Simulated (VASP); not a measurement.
An input for Quantum ESPRESSO's pw.x (written as the equivalent of a VASP run, and not itself run):

```
&CONTROL
  calculation = 'scf'
  pseudo_dir = './pseudo'
  outdir = './out'
  tprnfor = .true.
  tstress = .true.
/
&SYSTEM
  ibrav = 0
  nat = 1
  ntyp = 1
  ecutwfc = 82
  occupations = 'smearing'
  smearing = 'methfessel-paxton'
  degauss = 0.00735
  input_dft = 'pbe'
/
&ELECTRONS
  conv_thr = 7.3e-08
  electron_maxstep = 100
/
ATOMIC_SPECIES
  Nb 92.906 Nb.upf
CELL_PARAMETERS angstrom
    -1.6830000    1.6830000    1.6830000
     1.6830000   -1.6830000    1.6830000
     1.6830000    1.6830000   -1.6830000
ATOMIC_POSITIONS crystal
  Nb   0.0000000  0.0000000  0.0000000
K_POINTS automatic
  11 11 11 0 0 0
```

Task: Translate this input to VASP (INCAR, KPOINTS, POSCAR, choice of POTCAR).

Result: Several could match; the one computed here: 
### INCAR
```
! general
SYSTEM =Nb
PREC   =Accurate
ENCUT  =400
LREAL  =.FALSE.   ! projection in real space or not
LASPH  =.TRUE.

! electronic loop
EDIFF  =1E-6
NELM   =100
ALGO   =Normal   ! blocked Davidson
LMAXMIX=4   ! l cut-off of mixed one-centre charges

! smearing
ISMEAR =1
SIGMA  =0.1

! functional
GGA    =PE

! ions
ISIF   =2   ! forces and stress, cell fixed

! output
LWAVE  =.FALSE.
LCHARG =.FALSE.
```

File KPOINTS:
```
Automatic mesh
0
Gamma
11 11 11
0 0 0
```

**POSCAR**
```
Nb
1
   -1.6830000000     1.6830000000     1.6830000000
    1.6830000000    -1.6830000000     1.6830000000
    1.6830000000     1.6830000000    -1.6830000000
Nb
1
Direct
  0.0000000000   0.0000000000   0.0000000000
```

POTCAR, in this order: Nb_sv (PBE.64 set). Program: vasp_std.

The two are equivalent in intent, not identical: the potentials are each code's own (VASP's PAW set, PseudoDojo norm-conserving files in pw.x), so ENCUT and ecutwfc are chosen apart and not converted; conv_thr bounds pw.x's estimated SCF error, while EDIFF bounds the energy change between steps.

The compound is Nb in the bcc structure. The cell was not relaxed at this level.
